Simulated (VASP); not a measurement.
Data:

```
TiN
1.0
    0.00000     2.11544     2.11544
    2.11544     0.00000     2.11544
    2.11544     2.11544     0.00000
Ti N
1 1
Direct
  0.00000   0.00000   0.00000
  0.50000   0.50000   0.50000
```

Computed with rev-vdW-DF2, VASP's PBE PAW potentials (set 64) (plane waves; VASP). Numerical set-up: 520 eV cut-off, 17×17×17 Γ-centred mesh, tetrahedra with Blöchl corrections, potentials Ti_sv N.

Q: Estimate the energy per atom (σ→0), band gap (on the k-mesh) with the smallest direct gap where there is one.

A: 
| Item | Result |
|---|---|
| band gap (on the k-mesh) | none (metal, semimetal or under 0.01 eV) |
| energy per atom (σ→0) | -8.121 eV/atom |

The absolute energy has meaning only against runs of the same code, potentials and settings.

The compound is TiN in the rock salt structure. It was relaxed first. The electron count is odd and the run is not spin-polarised, which forces a metal.
